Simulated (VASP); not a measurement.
Set up this calculation in VASP 6.6.1, as the native input.

- Task: density of states
- Functional: PBE
- Dispersion: D4
- Potentials or basis: VASP PAW PBE potentials, release 64 (Be_sv, Cr_pv)
- Cutoff: 520 eV
- k mesh: 6 × 6 × 6
- Occupations: methfessel-paxton, width 0.1 eV
- Spin: collinear spin, zero start
- Starting moments: [0.0, 0.0, 0.0, 0.0, 0.0, 0.0, 0.0, 0.0, 0.0, 0.0] μB
- Fixed moment: 2 μB
- Hubbard terms: Cr d U = 4 eV
- k mesh for the DOS: 9 × 9 × 9
- Further INCAR settings: ALGO = Normal; EDIFF = 1e-06; NBANDS = 43; AMIX = 0.05

The structure of Be4Cr lies in POSCAR:

```
Be Cr
 1.0000000000000000
     4.3629092199999997    0.0000000000000000    0.0000000000000000
     0.0000000000000000    4.3629092199999997    0.0000000000000000
     0.0000000000000000    0.0000000000000000    4.3629092199999997
 Be  Cr 
   8   2
Cartesian
  1.0907273049999999  1.0907273049999999  3.2721819150000000
  3.2721819150000000  3.2721819150000000  1.0907273049999999
  3.2721819150000000  1.0907273049999999  3.2721819150000000
  1.0907273049999999  3.2721819150000000  1.0907273049999999
  3.2721819150000000  3.2721819150000000  3.2721819150000000
  1.0907273049999999  1.0907273049999999  1.0907273049999999
  1.0907273049999999  3.2721819150000000  3.2721819150000000
  3.2721819150000000  1.0907273049999999  1.0907273049999999
  0.0000000000000000  0.0000000000000000  0.0000000000000000
  2.1814546099999998  2.1814546099999998  2.1814546099999998
```

The cell was built by a generator and needn't be a form met in nature.

One way to write it, as run:

Be4Cr.cif

```cif
data_Be4Cr
_cell_length_a 4.36290922
_cell_length_b 4.36290922
_cell_length_c 4.36290922
_cell_angle_alpha 90.00000000
_cell_angle_beta 90.00000000
_cell_angle_gamma 90.00000000
_space_group_name_H-M_alt 'Im-3m'
_space_group_name_Hall '-I 4 2 3'
_space_group_IT_number 229
loop_
_space_group_symop_operation_xyz
'x,y,z'
'-x,-y,-z'
'-y,x,z'
'y,-x,-z'
'-x,-y,z'
'x,y,-z'
'y,-x,z'
'-y,x,-z'
'x,-y,-z'
'-x,y,z'
'-y,-x,-z'
'y,x,z'
'-x,y,-z'
'x,-y,z'
'y,x,-z'
'-y,-x,z'
'z,x,y'
'-z,-x,-y'
'z,-y,x'
'-z,y,-x'
'z,-x,-y'
'-z,x,y'
'z,y,-x'
'-z,-y,x'
'-z,x,-y'
'z,-x,y'
'-z,-y,-x'
'z,y,x'
'-z,-x,y'
'z,x,-y'
'-z,y,x'
'z,-y,-x'
'y,z,x'
'-y,-z,-x'
'x,z,-y'
'-x,-z,y'
'-y,z,-x'
'y,-z,x'
'-x,z,y'
'x,-z,-y'
'-y,-z,x'
'y,z,-x'
'-x,-z,-y'
'x,z,y'
'y,-z,-x'
'-y,z,x'
'x,-z,y'
'-x,z,-y'
'x+1/2,y+1/2,z+1/2'
'-x+1/2,-y+1/2,-z+1/2'
'-y+1/2,x+1/2,z+1/2'
'y+1/2,-x+1/2,-z+1/2'
'-x+1/2,-y+1/2,z+1/2'
'x+1/2,y+1/2,-z+1/2'
'y+1/2,-x+1/2,z+1/2'
'-y+1/2,x+1/2,-z+1/2'
'x+1/2,-y+1/2,-z+1/2'
'-x+1/2,y+1/2,z+1/2'
'-y+1/2,-x+1/2,-z+1/2'
'y+1/2,x+1/2,z+1/2'
'-x+1/2,y+1/2,-z+1/2'
'x+1/2,-y+1/2,z+1/2'
'y+1/2,x+1/2,-z+1/2'
'-y+1/2,-x+1/2,z+1/2'
'z+1/2,x+1/2,y+1/2'
'-z+1/2,-x+1/2,-y+1/2'
'z+1/2,-y+1/2,x+1/2'
'-z+1/2,y+1/2,-x+1/2'
'z+1/2,-x+1/2,-y+1/2'
'-z+1/2,x+1/2,y+1/2'
'z+1/2,y+1/2,-x+1/2'
'-z+1/2,-y+1/2,x+1/2'
'-z+1/2,x+1/2,-y+1/2'
'z+1/2,-x+1/2,y+1/2'
'-z+1/2,-y+1/2,-x+1/2'
'z+1/2,y+1/2,x+1/2'
'-z+1/2,-x+1/2,y+1/2'
'z+1/2,x+1/2,-y+1/2'
'-z+1/2,y+1/2,x+1/2'
'z+1/2,-y+1/2,-x+1/2'
'y+1/2,z+1/2,x+1/2'
'-y+1/2,-z+1/2,-x+1/2'
'x+1/2,z+1/2,-y+1/2'
'-x+1/2,-z+1/2,y+1/2'
'-y+1/2,z+1/2,-x+1/2'
'y+1/2,-z+1/2,x+1/2'
'-x+1/2,z+1/2,y+1/2'
'x+1/2,-z+1/2,-y+1/2'
'-y+1/2,-z+1/2,x+1/2'
'y+1/2,z+1/2,-x+1/2'
'-x+1/2,-z+1/2,-y+1/2'
'x+1/2,z+1/2,y+1/2'
'y+1/2,-z+1/2,-x+1/2'
'-y+1/2,z+1/2,x+1/2'
'x+1/2,-z+1/2,y+1/2'
'-x+1/2,z+1/2,-y+1/2'
loop_
_atom_site_label
_atom_site_type_symbol
_atom_site_symmetry_multiplicity
_atom_site_Wyckoff_symbol
_atom_site_fract_x
_atom_site_fract_y
_atom_site_fract_z
_atom_site_occupancy
Be1 Be 8 c 0.2500000000 0.2500000000 0.7500000000 1
Cr1 Cr 2 a 0.0000000000 0.0000000000 0.0000000000 1
```

INCAR.step1

```
SYSTEM = Be4Cr
PREC = Accurate ; ENCUT = 520
EDIFF = 1E-6 ; ISMEAR = 1
SIGMA = 0.1 ; LREAL = .FALSE.
LASPH = .TRUE. ; NELM = 100
ALGO = Normal ; ISIF = 2
LWAVE = .FALSE. ; LCHARG = .TRUE.
ISPIN = 2 ; MAGMOM = 0 0 0 0 0 0 0 0 0 0
NUPDOWN = 2 ; LMAXMIX = 4
LDAU = .TRUE. ; LDAUTYPE = 2
LDAUL = -1 2 ; LDAUU = 0 4
LDAUJ = 0 0 ; LDAUPRINT = 1
GGA = PE ; IVDW = 13
NBANDS = 43 ; AMIX = 0.05
```

KPOINTS.step1

```
regular mesh
0
G
  6 6 6
  0 0 0
```

INCAR.step2

```
SYSTEM = Be4Cr
PREC = Accurate ; ENCUT = 520
EDIFF = 1E-6 ; ISMEAR = -5
SIGMA = 0.1 ; LREAL = .FALSE.
LASPH = .TRUE. ; NELM = 100
ALGO = Normal ; ISIF = 2
LWAVE = .FALSE. ; LCHARG = .FALSE.
ISPIN = 2 ; MAGMOM = 0 0 0 0 0 0 0 0 0 0
LORBIT = 10 ; NUPDOWN = 2
LMAXMIX = 4 ; LDAU = .TRUE.
LDAUTYPE = 2 ; LDAUL = -1 2
LDAUU = 0 4 ; LDAUJ = 0 0
LDAUPRINT = 1 ; GGA = PE
IVDW = 13 ; NBANDS = 43
AMIX = 0.05 ; NEDOS = 1001
ICHARG = 11
```

KPOINTS.step2

```
regular mesh
0
G
  9 9 9
  0 0 0
```

Potentials or basis: VASP PAW PBE potentials, release 64 (Be_sv, Cr_pv).

Run with:

```sh
$ ase convert -i cif -o vasp Be4Cr.cif POSCAR
$ cat potpaw_PBE.64/Be_sv/POTCAR potpaw_PBE.64/Cr_pv/POTCAR > POTCAR
$ cp INCAR.step1 INCAR
$ cp KPOINTS.step1 KPOINTS
$ mpirun -np 1 vasp_std > vasp.out
$ cp INCAR.step2 INCAR
$ cp KPOINTS.step2 KPOINTS
$ mpirun -np 1 vasp_std > vasp.out
```

Results of the run:

```
Net moment                                            : 2.00 μB per cell
Site moments                                          : Be -0.00; Cr +0.98 μB
Valence electrons inside the program's atomic spheres : Be 3.15; Cr 12.38
Dispersion energy per atom                            : -0.177 eV
```

Caveat: the moment is held away from its start; the cell as given lies far from equilibrium; the total moment is fixed, so each spin has its own Fermi level; the U is typed as a test and isn't derived for this compound.

Wall time 5.2 min on 1 thread of Intel(R) Xeon(R) Platinum 8375C CPU @ 2.90GHz (Ice Lake) (shared host), peak memory 0.3 GiB.
